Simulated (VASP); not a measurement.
# Ni(110): what the settings do to the level below the vacuum, part 3 of 6

Wanted: the error that each setting leaves in the work function or ionisation potential of Ni(110).

VASP 6.6.1, plane waves and PAW; the level of theory is named at each step.

Still holding for the runs below: The magnetic state follows from one typed start and may not be the lowest.

So far, highest filled level below the vacuum (eV): step 2 (the base run) 4.51; step 3 (another mesh, mesh points along a 2, k-mesh 2×3×1) 4.54.

### 7. Another vacuum, vacuum width 5

Level of this step: PBE, spin-polarised from a ferromagnetic start; plane waves and PAW (Ni) (VASP).

Too little vacuum lets the faces of neighbouring images overlap, and too much only costs plane waves.

INCAR

```
SYSTEM = Ni
PREC = Normal
ENCUT = 350
EDIFF = 1E-06
NELM = 120
ISMEAR = 1
SIGMA = 0.1
LREAL = .FALSE.
ALGO = Normal
GGA = PE
NBANDS = 51
ISPIN = 2
MAGMOM = 1 1 1 1 1 1 1
LASPH = .TRUE.
LMAXMIX = 4
LORBIT = 11
LWAVE = .FALSE.
LCHARG = .FALSE.
KPAR = 4
IDIPOL = 3
LDIPOL = .TRUE.
DIPOL = 0.5 0.5 0.5
LVHAR = .TRUE.
LVACPOTAV = .TRUE.
```

POSCAR

```
Ni
1.0
    3.5200000000      0.0000000000      0.0000000000
    0.0000000000      2.4890158698      0.0000000000
    0.0000000000      0.0000000000     12.4670476093
Ni
7
Direct
    0.0000000000      0.0000000000      0.2005286318
    0.5000000000      0.5000000000      0.3003524212
    0.0000000000      0.0000000000      0.4001762106
    0.5000000000      0.5000000000      0.5000000000
    0.0000000000      0.0000000000      0.5998237894
    0.5000000000      0.5000000000      0.6996475788
    0.0000000000      0.0000000000      0.7994713682
```

KPOINTS

```
Automatic mesh
0
Gamma
7 10 1
0 0 0
```

Potentials, in the order of the species: Ni (PBE family, release 64).

Launch:

```console
$ mpirun -np 4 vasp_std
```

The program printed:

```text
[... set-up lines as in an earlier step ...]
 entering main loop
       N       E                     dE             d eps       ncg     rms          rms(c)
DAV:   1     0.442117091312E+03    0.44212E+03   -0.23884E+04  4904   0.138E+03
DAV:   2    -0.569333308126E+01   -0.44781E+03   -0.42319E+03  4896   0.310E+02
DAV:   3    -0.416699211866E+02   -0.35977E+02   -0.32884E+02  5117   0.115E+02
DAV:   4    -0.423399461735E+02   -0.67002E+00   -0.66817E+00  5476   0.178E+01
DAV:   5    -0.423561595781E+02   -0.16213E-01   -0.16212E-01  7374   0.189E+00    0.250E+01
DAV:   6    -0.473640842562E+02   -0.50079E+01   -0.61963E+01  5693   0.131E+02    0.434E+01
DAV:   7    -0.428698004964E+02    0.44943E+01   -0.77651E+01  5571   0.119E+02    0.294E+01
DAV:   8    -0.384731950348E+02    0.43966E+01   -0.13103E+01  6019   0.742E+01    0.248E+01
DAV:   9    -0.367545676095E+02    0.17186E+01   -0.93344E+00  5782   0.604E+01    0.192E+01
DAV:  10    -0.384625653783E+02   -0.17080E+01   -0.74528E+00  5814   0.672E+01    0.318E+01
DAV:  11    -0.356655893557E+02    0.27970E+01   -0.14480E+01  5563   0.413E+01    0.578E+00
DAV:  12    -0.358268972486E+02   -0.16131E+00   -0.10773E+00  5625   0.157E+01    0.622E+00
DAV:  13    -0.358089737304E+02    0.17924E-01   -0.79892E-01  5586   0.136E+01    0.525E+00
DAV:  14    -0.358127562813E+02   -0.37826E-02   -0.13877E-01  5416   0.461E+00    0.381E+00
DAV:  15    -0.357897062227E+02    0.23050E-01   -0.59939E-02  7412   0.387E+00    0.153E+00
DAV:  16    -0.357879664404E+02    0.17398E-02   -0.31956E-02  6326   0.247E+00    0.602E-01
DAV:  17    -0.357894782813E+02   -0.15118E-02   -0.82777E-03  6521   0.119E+00    0.589E-01
DAV:  18    -0.357917112106E+02   -0.22329E-02   -0.33127E-03  5812   0.685E-01    0.870E-01
DAV:  19    -0.357908223297E+02    0.88888E-03   -0.16291E-03  5378   0.713E-01    0.428E-01
DAV:  20    -0.357904927251E+02    0.32960E-03   -0.75620E-04  6627   0.319E-01    0.151E-01
DAV:  21    -0.357905152605E+02   -0.22535E-04   -0.25301E-04  5985   0.138E-01    0.479E-02
DAV:  22    -0.357905582457E+02   -0.42985E-04   -0.53394E-05  5141   0.999E-02    0.409E-02
DAV:  23    -0.357905703616E+02   -0.12116E-04   -0.45357E-05  5270   0.793E-02    0.363E-02
DAV:  24    -0.357905733483E+02   -0.29866E-05   -0.14989E-05  5074   0.537E-02    0.875E-03
DAV:  25    -0.357905750198E+02   -0.16716E-05   -0.33943E-06  4697   0.199E-02    0.681E-03
DAV:  26    -0.357905756554E+02   -0.63555E-06   -0.16241E-06  3581   0.144E-02
 -----------------------------------------------------------------------------
|                                                                             |
|           W    W    AA    RRRRR   N    N  II  N    N   GGGG   !!!           |
|           W    W   A  A   R    R  NN   N  II  NN   N  G    G  !!!           |
|           W    W  A    A  R    R  N N  N  II  N N  N  G       !!!           |
|           W WW W  AAAAAA  RRRRR   N  N N  II  N  N N  G  GGG   !            |
|           WW  WW  A    A  R   R   N   NN  II  N   NN  G    G                |
|           W    W  A    A  R    R  N    N  II  N    N   GGGG   !!!           |
|                                                                             |
|     The minimum charge density times volume of the cell along the axis      |
|     of the dipole correction is larger 1E-1, which could mean that your     |
|     workfunction is not accurate as there is no field free region in        |
|     your cell. Please consider either increasing the size of your cell      |
|     along the dipole correction (vacuum dimension) or perhaps               |
|     increasing the precision of your calculation.                           |
|                                                                             |
 -----------------------------------------------------------------------------

 [... a notice as in an earlier step ...]

   1 F= -.35790576E+02 E0= -.35791707E+02  d E =0.339262E-02  mag=     4.8296
 -----------------------------------------------------------------------------
|                                                                             |
|           W    W    AA    RRRRR   N    N  II  N    N   GGGG   !!!           |
|           W    W   A  A   R    R  NN   N  II  NN   N  G    G  !!!           |
|           W    W  A    A  R    R  N N  N  II  N N  N  G       !!!           |
|           W WW W  AAAAAA  RRRRR   N  N N  II  N  N N  G  GGG   !            |
|           WW  WW  A    A  R   R   N   NN  II  N   NN  G    G                |
|           W    W  A    A  R    R  N    N  II  N    N   GGGG   !!!           |
|                                                                             |
|     The minimum charge density times volume of the cell along the axis      |
|     of the dipole correction is larger 1E-1, which could mean that your     |
|     workfunction is not accurate as there is no field free region in        |
|     your cell. Please consider either increasing the size of your cell      |
|     along the dipole correction (vacuum dimension) or perhaps               |
|     increasing the precision of your calculation.                           |
|                                                                             |
 -----------------------------------------------------------------------------

 [... a notice as in an earlier step ...]
```

Elapsed: 25 s, on 4 MPI ranks of Intel Xeon 6975P-C (Granite Rapids), shared host; peak memory 0.8 GiB.

Parts of OUTCAR (step 7):

```text
   ENCUT  =  350.0 eV  25.72 Ry    5.07 a.u.   5.37  3.80 19.02*2*pi/ulx,y,z

   NELECT =      70.0000    total number of electrons

 dipolmoment           0.000000      0.000000      0.000000 electrons x Angstroem

 E-fermi :   5.2658

 spin component 1
 k-point     1 :       0.0000    0.0000    0.0000
  band No.  band energies     occupation
    ...
     35       4.5412      1.00000
     36       4.5812      1.00000
     37       4.6613      1.00000
     38       4.7258      1.00000
     39       5.1056      1.02296
     40       6.1181     -0.00000
     41       8.5546      0.00000
     42       9.3004      0.00000
     43      10.4701      0.00000
     44      10.5190      0.00000
    ...

 k-point     2 :       0.1429    0.0000    0.0000
  band No.  band energies     occupation
    ...
     35       4.5031      1.00000
     36       4.5863      1.00000
     37       4.6805      1.00000
     38       4.6986      1.00000
     39       5.1231      1.03076
     40       6.1769     -0.00000
     41       7.2793      0.00000
     42       8.8695      0.00000
     43       9.4511      0.00000
     44      10.2415      0.00000
    ...

  Total       -3.6223948     -2.8490497     -2.7124744     -0.0000000      0.0000000      0.0000000
  in kB      -53.1339885    -41.7904124    -39.7870992     -0.0000000      0.0000000      0.0000000
  external PRESSURE =     -44.9038334 kB  Pullay stress =       0.0000000 kB

 POSITION                                       TOTAL-FORCE (eV/Angst)
 -----------------------------------------------------------------------------------
      0.00000      0.00000      2.50000         0.000000     -0.000000      0.597249
      1.76000      1.24451      3.74451         0.000000     -0.000000     -0.459951
      0.00000      0.00000      4.98902         0.000000     -0.000000     -0.118693
      1.76000      1.24451      6.23352         0.000000     -0.000000      0.000000
      0.00000      0.00000      7.47803         0.000000     -0.000000      0.118693
      1.76000      1.24451      8.72254         0.000000     -0.000000      0.459951
      0.00000      0.00000      9.96705         0.000000      0.000000     -0.597249
 -----------------------------------------------------------------------------------
    total drift:                                0.000000      0.000000      0.000000

  FREE ENERGIE OF THE ION-ELECTRON SYSTEM (eV)
  ---------------------------------------------------
  free  energy   TOTEN  =       -35.7905756554 eV

  energy  without entropy=      -35.7939682736  energy(sigma->0) =      -35.79170653

 magnetization (x)
# of ion       s       p       d       tot
------------------------------------------
    1       -0.001  -0.017   0.782   0.764
    2       -0.007  -0.027   0.736   0.703
    3       -0.007  -0.025   0.712   0.680
    4       -0.007  -0.025   0.671   0.639
    5       -0.007  -0.025   0.712   0.680
    6       -0.007  -0.027   0.736   0.703
    7       -0.001  -0.017   0.782   0.764
--------------------------------------------------
tot         -0.037  -0.163   5.132   4.933

[... 3 parts as in an earlier step ...]

[... 18 further parts left out ...]
```

This step gave:

```
electronic cycles                                 : 26
free energy (TOTEN)                               : -35.79 eV
energy at zero smearing                           : -35.79 eV
Fermi energy                                      : 5.266 eV
moment of the cell, from the last line of the log : 4.830 μB
```

Spin moment in the PAW sphere by atom:

| atom | spin moment in the PAW sphere (μB) |
| --- | --- |
| Ni1 | 0.764 |
| Ni2 | 0.703 |
| Ni3 | 0.680 |
| Ni4 | 0.639 |
| Ni5 | 0.680 |
| Ni6 | 0.703 |
| Ni7 | 0.764 |

Force by atom:

| atom | x (eV/Å) | y (eV/Å) | z (eV/Å) | size |
| --- | --- | --- | --- | --- |
| Ni1 | 0.000 | 0.000 | 0.597 | 0.597 |
| Ni2 | 0.000 | 0.000 | -0.460 | 0.460 |
| Ni3 | 0.000 | 0.000 | -0.119 | 0.119 |
| Ni4 | 0.000 | 0.000 | 0.000 | 0.000 |
| Ni5 | 0.000 | 0.000 | 0.119 | 0.119 |
| Ni6 | 0.000 | 0.000 | 0.460 | 0.460 |
| Ni7 | 0.000 | 0.000 | -0.597 | 0.597 |

The program found no flat vacuum in this gap and printed no vacuum level, so no level below the vacuum can be given.

### 8. Another vacuum, vacuum width 8

INCAR is that of step 7.

POSCAR

```
Ni
1.0
    3.5200000000      0.0000000000      0.0000000000
    0.0000000000      2.4890158698      0.0000000000
    0.0000000000      0.0000000000     15.4670476093
Ni
7
Direct
    0.0000000000      0.0000000000      0.2586143200
    0.5000000000      0.5000000000      0.3390762133
    0.0000000000      0.0000000000      0.4195381067
    0.5000000000      0.5000000000      0.5000000000
    0.0000000000      0.0000000000      0.5804618933
    0.5000000000      0.5000000000      0.6609237867
    0.0000000000      0.0000000000      0.7413856800
```

KPOINTS is that of step 7.

Launch:

```console
$ mpirun -np 4 vasp_std
```

The program printed:

```text
[... set-up lines as in an earlier step ...]
 entering main loop
       N       E                     dE             d eps       ncg     rms          rms(c)
DAV:   1     0.442395781903E+03    0.44240E+03   -0.24465E+04  4912   0.130E+03
DAV:   2    -0.543404027535E+01   -0.44783E+03   -0.42320E+03  4899   0.302E+02
DAV:   3    -0.416468625890E+02   -0.36213E+02   -0.33391E+02  5195   0.114E+02
DAV:   4    -0.423213867396E+02   -0.67452E+00   -0.67281E+00  5349   0.177E+01
[...]
DAV:  25    -0.357612282694E+02    0.32207E-04   -0.15611E-05  5190   0.473E-02    0.313E-02
DAV:  26    -0.357612218359E+02    0.64335E-05   -0.54351E-06  4581   0.203E-02    0.142E-02
DAV:  27    -0.357612218190E+02    0.16822E-07   -0.22454E-06  3705   0.143E-02
 [... a notice as in an earlier step ...]

   1 F= -.35761222E+02 E0= -.35762714E+02  d E =0.447671E-02  mag=     4.9070
 [... a notice as in an earlier step ...]
```

Elapsed: 26 s, on 4 MPI ranks; peak memory 0.9 GiB.

OUTCAR, selected parts (step 8):

```text
  Total       -3.6291213     -2.8994329     -2.3478810      0.0000000      0.0000000      0.0000000
  in kB      -42.9076096    -34.2804005    -27.7593253      0.0000000      0.0000000      0.0000000
  external PRESSURE =     -34.9824451 kB  Pullay stress =       0.0000000 kB

 POSITION                                       TOTAL-FORCE (eV/Angst)
 -----------------------------------------------------------------------------------
      0.00000      0.00000      4.00000         0.000000      0.000000      0.636660
      1.76000      1.24451      5.24451         0.000000     -0.000000     -0.469180
      0.00000      0.00000      6.48902         0.000000      0.000000     -0.111191
      1.76000      1.24451      7.73352         0.000000     -0.000000      0.000000
      0.00000      0.00000      8.97803         0.000000     -0.000000      0.111191
      1.76000      1.24451     10.22254         0.000000     -0.000000      0.469180
      0.00000      0.00000     11.46705         0.000000     -0.000000     -0.636660
 -----------------------------------------------------------------------------------
    total drift:                                0.000000      0.000000      0.000000

  FREE ENERGIE OF THE ION-ELECTRON SYSTEM (eV)
  ---------------------------------------------------
  free  energy   TOTEN  =       -35.7612218190 eV

  energy  without entropy=      -35.7656985312  energy(sigma->0) =      -35.76271406

 magnetization (x)
# of ion       s       p       d       tot
------------------------------------------
    1       -0.000  -0.016   0.790   0.774
    2       -0.006  -0.027   0.741   0.707
    3       -0.007  -0.025   0.724   0.692
    4       -0.007  -0.025   0.676   0.644
    5       -0.007  -0.025   0.724   0.692
    6       -0.006  -0.027   0.741   0.707
    7       -0.000  -0.016   0.790   0.774
--------------------------------------------------
tot         -0.034  -0.161   5.185   4.990

[... 1 part as in an earlier step ...]

[... 2 further parts left out ...]
[key lines of the parts left out:]
E-fermi :   3.3822
```

The program found no flat vacuum in this gap and printed no vacuum level, so no level below the vacuum can be given.

### 9. Another vacuum, vacuum width 24

INCAR is that of step 8.

POSCAR

```
Ni
1.0
    3.5200000000      0.0000000000      0.0000000000
    0.0000000000      2.4890158698      0.0000000000
    0.0000000000      0.0000000000     31.4670476093
Ni
7
Direct
    0.0000000000      0.0000000000      0.3813513155
    0.5000000000      0.5000000000      0.4209008770
    0.0000000000      0.0000000000      0.4604504385
    0.5000000000      0.5000000000      0.5000000000
    0.0000000000      0.0000000000      0.5395495615
    0.5000000000      0.5000000000      0.5790991230
    0.0000000000      0.0000000000      0.6186486845
```

KPOINTS is that of step 8.

Launch:

```console
$ mpirun -np 4 vasp_std
```

The program printed:

```text
[... set-up lines as in an earlier step ...]
 entering main loop
       N       E                     dE             d eps       ncg     rms          rms(c)
DAV:   1     0.422019696966E+03    0.42202E+03   -0.24378E+04  4912   0.103E+03
DAV:   2    -0.133921015860E+02   -0.43541E+03   -0.41358E+03  4999   0.279E+02
DAV:   3    -0.418634258218E+02   -0.28471E+02   -0.27250E+02  5397   0.998E+01
DAV:   4    -0.423264581103E+02   -0.46303E+00   -0.46217E+00  5678   0.147E+01
[...]
DAV:  41    -0.357603561319E+02   -0.51808E-05   -0.49033E-07  3390   0.544E-03    0.111E-03
DAV:  42    -0.357603587169E+02   -0.25850E-05   -0.16666E-07  3307   0.297E-03    0.602E-04
DAV:  43    -0.357603593789E+02   -0.66198E-06   -0.36567E-08  3291   0.164E-03
 [... a notice as in an earlier step ...]

   1 F= -.35760359E+02 E0= -.35761825E+02  d E =0.439609E-02  mag=     4.9077
```

Run time: 66 s. Hardware: 4 MPI ranks; peak memory 1.4 GiB; 4.3 min of CPU time.

Parts of OUTCAR (step 9):

```text
  Total       -3.6634527     -2.9139897     -2.3512545      0.0000000      0.0000000      0.0000000
  in kB      -21.2899599    -16.9344960    -13.6641903      0.0000000      0.0000000      0.0000000
  external PRESSURE =     -17.2962154 kB  Pullay stress =       0.0000000 kB

 POSITION                                       TOTAL-FORCE (eV/Angst)
 -----------------------------------------------------------------------------------
      0.00000      0.00000     12.00000         0.000000      0.000000      0.631807
      1.76000      1.24451     13.24451         0.000000      0.000000     -0.466454
      0.00000      0.00000     14.48902         0.000000      0.000000     -0.115492
      1.76000      1.24451     15.73352         0.000000      0.000000      0.000000
      0.00000      0.00000     16.97803        -0.000000      0.000000      0.115492
      1.76000      1.24451     18.22254         0.000000      0.000000      0.466454
      0.00000      0.00000     19.46705         0.000000      0.000000     -0.631807
 -----------------------------------------------------------------------------------
    total drift:                                0.000000      0.000000      0.000000

  FREE ENERGIE OF THE ION-ELECTRON SYSTEM (eV)
  ---------------------------------------------------
  free  energy   TOTEN  =       -35.7603593789 eV

  energy  without entropy=      -35.7647554660  energy(sigma->0) =      -35.76182474

[... 2 parts as in an earlier step ...]

[... 2 further parts left out ...]
[key lines of the parts left out:]
E-fermi :  -0.6318
```

Against the base run its depth below the vacuum changes by +0.01 eV and the energy by +0.0 meV an atom.

### 10. The series together

Times are for 4 MPI ranks of Intel Xeon 6975P-C (Granite Rapids), shared host. Results by setting:

| no. | vacuum width | electronic cycles | moment of the cell, from the last line of the log (μB) | time | memory (GiB) |
| --- | --- | --- | --- | --- | --- |
| 1 | 5 | 26 | 4.830 | 25 s | 0.8 |
| 2 | 8 | 27 | 4.907 | 26 s | 0.9 |
| 3 | 24 | 43 | 4.908 | 66 s | 1.4 |

(Continued in part 4 of 6.)

[Lines on the potential files, build, host, timing and source positions are cut from VASP's logs without a mark.]

[Logs are printed without paths, hosts, clocks, repeated set-up lines and the standing remarks that a program may print on its own settings, such as how far it seeks lower states.]

[Hosts, paths, dates, database ids (printed as entryN), source tags and the programs' standing remarks are cut or masked in the printed files.]

[In band tables of VASP the shares of atoms and orbitals are scaled to a sum of 1 inside the atoms' spheres.]

[Runs that stopped without an error message from VASP are left out.]
